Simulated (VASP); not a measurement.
OSZICAR of a VASP run on PbO$_{2}$ (rutile):

**OSZICAR**
```
       N       E                     dE             d eps       ncg     rms          rms(c)
DAV:   1     0.693693463003E+03    0.69369E+03   -0.26207E+04  1488   0.199E+03
DAV:   2     0.643412929120E+02   -0.62935E+03   -0.60808E+03  1614   0.546E+02
DAV:   3    -0.309473062265E+02   -0.95289E+02   -0.93174E+02  1918   0.232E+02
DAV:   4    -0.350243096206E+02   -0.40770E+01   -0.40597E+01  1855   0.517E+01
DAV:   5    -0.351659388464E+02   -0.14163E+00   -0.14157E+00  2029   0.907E+00    0.139E+01
DAV:   6    -0.296109249790E+02    0.55550E+01   -0.26455E+01  2310   0.539E+01    0.485E+00
DAV:   7    -0.296319906845E+02   -0.21066E-01   -0.17606E+00  1911   0.112E+01    0.283E+00
DAV:   8    -0.296610853833E+02   -0.29095E-01   -0.47682E-01  2234   0.638E+00    0.115E+00
DAV:   9    -0.296342595876E+02    0.26826E-01   -0.10776E-01  2420   0.395E+00    0.154E-01
DAV:  10    -0.296375310299E+02   -0.32714E-02   -0.14766E-02  1600   0.702E-01    0.160E-01
DAV:  11    -0.296373719867E+02    0.15904E-03   -0.68048E-04  2368   0.301E-01    0.639E-02
DAV:  12    -0.296373539625E+02    0.18024E-04   -0.23533E-04  2082   0.986E-02    0.120E-02
DAV:  13    -0.296373580963E+02   -0.41338E-05   -0.18183E-05  2298   0.363E-02    0.259E-03
DAV:  14    -0.296373591682E+02   -0.10719E-05   -0.28983E-06  2127   0.189E-02    0.353E-03
DAV:  15    -0.296373593732E+02   -0.20499E-06   -0.36281E-07  1481   0.661E-03    0.125E-03
DAV:  16    -0.296373599353E+02   -0.56210E-06   -0.29713E-07  1451   0.377E-03    0.582E-04
DAV:  17    -0.296373598553E+02    0.79949E-07   -0.37995E-08  1115   0.215E-03
   1 F= -.29637360E+02 E0= -.29637360E+02  d E =0.000000E+00
```

**Question.** Which electronic solver shows in the log?

**Answer.** It is blocked Davidson (ALGO = Normal, or the opening steps of other solvers). The INCAR had ALGO = Normal.

**Question.** Can the final energy be trusted as converged?

**Answer.** The run converged. It stopped with EDIFF = 1E-7, NELM = 100 (RPBE GGA, plane waves, VASP's PBE PAW potentials (set 64)).

The compound is PbO2 in the rutile structure. It was relaxed first, which changed the volume by +10 %.
